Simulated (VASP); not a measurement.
Runs of VASP 6.6.1 on O2C. The cell holds a molecule in a box, 3 atoms: a = 12.155 Å, b = 12.655 Å, c = 13.155 Å, α = 90.00°, β = 90.00°, γ = 90.00°. 

| task | level | cell | atoms held fixed (from 0) | gap on the mesh (eV) | largest force (eV/Å) |
| --- | --- | --- | --- | --- | --- |
| single point | RPBE+D3(BJ) | as given | - | 7.92 | 0.40 |
| single point | PBE | as given | - | 8.04 | 0.01 |
| single point | RPBE | as given | - | 7.92 | (a) |
| relaxation of the atoms | PBE+D3(BJ) | atoms relaxed | [0] | 8.04 | - |

Alike in all rows: potentials or basis VASP PAW PBE potentials, release 64 (O, C); no spin polarisation; k mesh 1 × 1 × 1; cutoff (eV) 400; smearing gaussian 0.01 eV.

Estimate the missing entries.

(a) 0.44.

Caveats: the standard files for N, O and F lose accuracy on very short bonds; the PAW data sets were made with another functional, which shifts forces and pressure a little (some runs).

